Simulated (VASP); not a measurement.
Output of a VASP run:

File OSZICAR:
```
       N       E                     dE             d eps       ncg     rms          rms(c)
DAV:   1     0.130503754660E+03    0.13050E+03   -0.93610E+03  3276   0.159E+03
DAV:   2    -0.199642769607E+02   -0.15047E+03   -0.14740E+03  3321   0.397E+02
DAV:   3    -0.292454268855E+02   -0.92811E+01   -0.92029E+01  4810   0.943E+01
DAV:   4    -0.295477308452E+02   -0.30230E+00   -0.30193E+00  4149   0.160E+01
DAV:   5    -0.295578196934E+02   -0.10089E-01   -0.10102E-01  4915   0.246E+00    0.175E+01
DAV:   6    -0.243589970855E+02    0.51988E+01   -0.25651E+01  4341   0.603E+01    0.401E+00
DAV:   7    -0.244017148718E+02   -0.42718E-01   -0.16015E+00  3598   0.149E+01    0.351E+00
DAV:   8    -0.244117666649E+02   -0.10052E-01   -0.15170E-01  4823   0.350E+00    0.692E-01
DAV:   9    -0.244069848542E+02    0.47818E-02   -0.57112E-02  4352   0.321E+00    0.271E-01
DAV:  10    -0.244062790981E+02    0.70576E-03   -0.47611E-03  4103   0.983E-01    0.770E-02
DAV:  11    -0.244062588449E+02    0.20253E-04   -0.23899E-04  4596   0.200E-01    0.554E-02
DAV:  12    -0.244062599573E+02   -0.11124E-05   -0.11464E-04  4186   0.148E-01    0.974E-03
DAV:  13    -0.244062540070E+02    0.59503E-05   -0.93505E-06  3921   0.409E-02    0.234E-03
DAV:  14    -0.244062549173E+02   -0.91027E-06   -0.23046E-07  3373   0.555E-03    0.571E-04
DAV:  15    -0.244062552627E+02   -0.34541E-06   -0.44141E-08  1843   0.233E-03    0.277E-04
DAV:  16    -0.244062552904E+02   -0.27710E-07   -0.13912E-08  1778   0.119E-03
   1 F= -.25480627E+02 E0= -.25480627E+02  d E =0.000000E+00
```

OUTCAR:
```
------------------------ aborting loop because EDIFF is reached ----------------------------------------
  Edisp (eV):   -1.07437
  FORCE on cell =-STRESS in cart. coord.  units (eV):
  Direction    XX          YY          ZZ          XY          YZ          ZX
  --------------------------------------------------------------------------------------
  Total       0.08717     0.08717    -0.06370     0.00000    -0.00000     0.00000
  in kB       5.61371     5.61371    -4.10207     0.00000    -0.00000     0.00000
  external pressure =        2.38 kB  Pullay stress =        0.00 kB
  volume of cell :       24.88
      direct lattice vectors                 reciprocal lattice vectors
     1.504584837 -2.606017407  0.000000000     0.332317585 -0.191863645  0.000000000
     1.504584837  2.606017407  0.000000000     0.332317585  0.191863645  0.000000000
     0.000000000  0.000000000  3.172501739     0.000000000  0.000000000  0.315208653
 POSITION                                       TOTAL-FORCE (eV/Angst)
 -----------------------------------------------------------------------------------
      0.00000      0.00000      0.00000         0.000000      0.000000     -0.000000
      1.50458      0.86867      1.58625        -0.000000      0.000000     -0.000000
      1.50458     -0.86867      1.58625         0.000000     -0.000000      0.000000
 -----------------------------------------------------------------------------------
    total drift:                                0.000000     -0.000000      0.000000
  FREE ENERGIE OF THE ION-ELECTRON SYSTEM (eV)
  ---------------------------------------------------
  free  energy   TOTEN  =       -25.4806267246 eV

  energy  without entropy=      -25.4806267246  energy(sigma->0) =      -25.48062672

 total charge

# of ion       s       p       d       tot
------------------------------------------
    1        2.183   6.225   2.070  10.478
    2        0.694   1.351   0.000   2.046
    3        0.694   1.351   0.000   2.046
--------------------------------------------------
tot          3.571   8.928   2.070  14.569

 Electric field gradients after diagonalization (V/A^2)
 (convention: |V_zz| > |V_xx| > |V_yy|)
----------------------------------------------------------------------
 ion       V_xx      V_yy      V_zz     asymmetry (V_yy - V_xx)/ V_zz
----------------------------------------------------------------------
   1      -8.528    -8.525    17.053       0.000
   2      -2.120    -2.119     4.239       0.000
   3      -2.120    -2.119     4.239       0.000
```
(Selected blocks of OUTCAR.)

### POSCAR
```
TiB2
1
    1.5045848366    -2.6060174073     0.0000000000
    1.5045848366     2.6060174073    -0.0000000000
   -0.0000000000     0.0000000000     3.1725017395
Ti B
1 2
Direct
  0.0000000000   0.0000000000   0.0000000000
  0.3333330000   0.6666670000   0.5000000000
  0.6666670000   0.3333330000   0.5000000000
```

**Question.** Write an INCAR and KPOINTS that could have produced this output.

**Answer.** One answer among several that fit: the input of the run itself, PBE GGA with D4 dispersion, plane waves, VASP's PBE PAW potentials (set 64).

KPOINTS:
```
Automatic
0
Gamma
13 13 11
```

**INCAR**
```
SYSTEM  =  TiB2
PREC  =  Accurate; ENCUT  =  520; LREAL  =  .FALSE.
LASPH  =  .TRUE.
EDIFF  =  1E-7; NELM  =  100; ALGO  =  Normal
LMAXMIX  =  4
ISMEAR  =  -5
GGA  =  PE; IVDW  =  13
ISIF  =  2
LWAVE  =  .FALSE.; LCHARG  =  .TRUE.; LORBIT  =  11
NEDOS  =  601
LEFG  =  .TRUE.
```

POTCAR, in this order: Ti_sv B (PBE.64 set). Program: vasp_std.

For a metal the tetrahedron method with Blöchl corrections gives inexact stress and forces.

The compound is TiB2 in the AlB2 type structure. It was relaxed first.
